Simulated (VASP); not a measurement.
Runs of VASP 6.6.1 on NaCaF3. It takes space group Pm-3m (No. 221, cubic). Conventional cell: a = 4.102 Å, b = 4.102 Å, c = 4.102 Å, α = 90.00°, β = 90.00°, γ = 90.00°. Na (site symmetry m-3m) is surrounded by 6 F at 2.05 Å. Ca (site symmetry m-3m) has 12 F at 2.90 Å as nearest neighbours. F (site symmetry 4/mmm) is surrounded by 2 Na at 2.05 Å. The cell was built by a generator and needn't be a form met in nature.

| task | cell | k mesh | cutoff (eV) | smearing | k mesh for the DOS | occupations for the DOS | gap on the mesh (eV) | pressure (GPa) |
| --- | --- | --- | --- | --- | --- | --- | --- | --- |
| single point | Pm-3m, 13.8 Å³/atom | 6 × 6 × 6 | 520 | gaussian 0.02 eV | - | - | 4.95 | 0.1 |
| relaxation of cell and atoms | relaxed | 6 × 6 × 6 | 600 | gaussian 0.02 eV | - | - | (a) | 0.0 |
| relaxation of cell and atoms | relaxed | 4 × 4 × 4 | 600 | gaussian 0.1 eV | - | - | 4.97 | 0.1 |
| single point | Pm-3m, 13.8 Å³/atom | 4 × 4 × 4 | 520 | gaussian 0.1 eV | - | - | 4.95 | 0.1 |

Alike in all rows: level PBE; potentials or basis VASP PAW PBE potentials, release 64 (Na_pv, Ca_sv, F); no spin polarisation.

**Question.** Estimate the missing entries.

**Answer.** (a) 5.00.

Caveats: the relaxation stopped at its first step, so nothing moved (some runs); the volume moved by over 15 % at a fixed basis, so the end points are rough (some runs).

A k mesh can miss the band edges.
